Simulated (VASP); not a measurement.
Data:

```
CELL_PARAMETERS angstrom
      3.63752     0.00000     0.00000
     -1.81876     3.15018     0.00000
      0.00000     0.00000    24.73850
ATOMIC_POSITIONS crystal
  Y  0.00000 0.00000 0.67662
  Y  0.00000 0.00000 0.44113
  Y  0.33333 0.66667 0.32338
  Y  0.66667 0.33333 0.55887
```

All values below come from PBE GGA, VASP's PBE PAW potentials (set 64) (plane waves; VASP). Numerical set-up: 300 eV cut-off, 10×10×1 Γ-centred mesh, Gaussian smearing of 0.20 eV, potentials Y_sv.

At this cut-off the stress carries a Pulay error, which pulls relaxed volumes low. The cell holds a wide vacuum, so values per volume refer to the whole cell.

Give the force on each atom (eV/Å).

| atom | Fx | Fy | Fz |
|---|---|---|---|
| Y1 | 0.000 | 0.000 | -0.261 |
| Y2 | 0.000 | 0.000 | -0.213 |
| Y3 | 0.000 | 0.000 | 0.222 |
| Y4 | 0.000 | 0.000 | 0.252 |

Give the stress tensor in GPa (positive for a compressed cell).

```
-1.08   0.00   0.00
 0.00  -1.08   0.00
 0.00   0.00  -0.91
```
The pressure is its mean diagonal, -1.03 GPa.

The cell is a sheet with vacuum, built from a generated structure.
